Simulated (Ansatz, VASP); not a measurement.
**One calculation of PBr, two programs**

```
Br P
1.0
     4.90542    0.00000    0.00000
    -2.04855    5.15963    0.00000
    -0.69210   -0.64938    6.19142
Br P
2 2
Cartesian
  1.3465 4.2539 1.5030
  0.8183 0.2563 4.6884
  1.6819 2.1682 3.9122
  0.4829 2.3420 2.2792
```

Change from the starting cell: volume scaled by 0.98.

Alike in both runs: task single point; functional PBE; k mesh 6 × 5 × 5; occupations fermi-dirac, width 0.05 eV; no spin polarisation.

|  | VASP | Ansatz |
| --- | --- | --- |
| version | VASP 6.6.1 | Ansatz 0.2.0 |
| potentials or method | VASP PAW PBE potentials, release 64 (Br, P) | Ansatz PAW |
| plane-wave cutoff (eV) | 520 | 420 |
| valence electrons in the cell | 24 | 24 |

```tsv
	VASP	Ansatz	Ansatz less VASP
gap on the k mesh at the Fermi level (eV)	1.48	1.49	+0.011
least direct gap on the mesh (eV)	1.48	1.49	+0.011
pressure (GPa)	0.6	0.7	+0.09
largest component of the traceless stress (GPa)	0.29	0.33	+0.040
rms of the force components (eV/Å)	0.128	0.161	+0.0332
```

Atom by atom the forces differ by 0.035 eV/Å (rms over components). With one functional, cell and mesh, what is left measures potentials, basis and numerics.

Caveats: an odd mesh through Γ misses points on the zone boundary, where band edges often lie (VASP); odd divisions of the mesh miss points on the zone boundary, where band edges often lie, so the gap on the mesh can be too wide (Ansatz).
